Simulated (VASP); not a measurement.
Crystal: Ca2FeO3.

```
Ca Fe O
1.0
     2.49831    1.44240    3.95015
    -2.49831    1.44240    3.95015
     0.00000   -2.88480    3.95015
Ca Fe O
2 1 3
Direct
  0.62547 0.62547 0.62547
  0.37453 0.37453 0.37453
  0.00000 0.00000 0.00000
  0.00000 0.50000 0.00000
  0.50000 0.00000 0.00000
  0.00000 0.00000 0.50000
```

The cell was built by a generator and needn't be a form met in nature.

```yaml
Program: VASP 6.6.1
Task: relaxation of cell and atoms
Functional: PBE
Potentials_or_basis: VASP PAW PBE potentials, release 64 (Ca_sv, Fe, O)
Cutoff: 520 eV
k_mesh: 4 × 4 × 4
Occupations: gaussian, width 0.15 eV
Spin: collinear spin, ferromagnetic start
Starting_moments: "[0.0, 0.0, 3.0, 0.0, 0.0, 0.0] μB"
```

At the start: pressure -8.9 GPa; volume 14.23 Å³/atom.

**Question.** How do energy, volume and symmetry change on relaxing?

**Answer.** Over 14 steps the energy falls by 1200.6 meV/atom and the volume is 13.67 Å³/atom (-3.9 %); space group R-3m (No. 166, to 0.05 Å); moment 3.96 μB per cell.

Step by step:
| step | energy change (eV) | largest force (eV/Å) | pressure (GPa) | volume (Å³) |
| --- | --- | --- | --- | --- |
| 1 | 0.0000 | 0.0427 | -8.86 | 85.41 |
| 2 | -3.7454 | 3.2089 | -4.44 | 74.92 |
| 3 | 109.1293 | 343.4108 | 1045.79 | 34.83 |
| 4 | -3.7813 | 3.5207 | -2.91 | 73.91 |
| 5 | -4.7641 | 6.6592 | 9.18 | 68.19 |
| 6 | -5.6406 | 4.1101 | 19.41 | 66.25 |
| 7 | -5.6665 | 3.3787 | 22.24 | 65.79 |
| 8 | -6.7646 | 1.0634 | 11.13 | 71.88 |
| 9 | -7.1116 | 0.3287 | 4.39 | 76.92 |
| 10 | -7.1122 | 0.2078 | -3.45 | 87.66 |
| 11 | -7.2008 | 0.1280 | 0.24 | 82.55 |
| 12 | -7.2017 | 0.1202 | 0.43 | 82.07 |
| 13 | -7.2014 | 0.1022 | 0.75 | 81.66 |
| 14 | -7.2038 | 0.0019 | 0.43 | 82.04 |

Final structure:
```yaml
crystal:
  lattice:
    - [2.86168, 1.65219, 2.89202]
    - [-2.86168, 1.65219, 2.89202]
    - [0.00000, -3.30438, 2.89202]
  atoms:
    - { symbol: Ca, position: [0.67236, 0.67236, 0.67236] }
    - { symbol: Ca, position: [0.32764, 0.32764, 0.32764] }
    - { symbol: Fe, position: [0.00000, 0.00000, 0.00000] }
    - { symbol: O, position: [0.00000, 0.50000, 0.00000] }
    - { symbol: O, position: [0.50000, 0.00000, 0.00000] }
    - { symbol: O, position: [0.00000, 0.00000, 0.50000] }
```

Caveat: the k mesh is coarse (spacing up to 0.39 Å⁻¹), so the values aren't converged; a cell with one magnetic atom can't hold antiferromagnetic order, which such compounds often take; the relaxation stopped at a loose force limit of 0.08 eV/Å, so its end isn't a converged minimum.
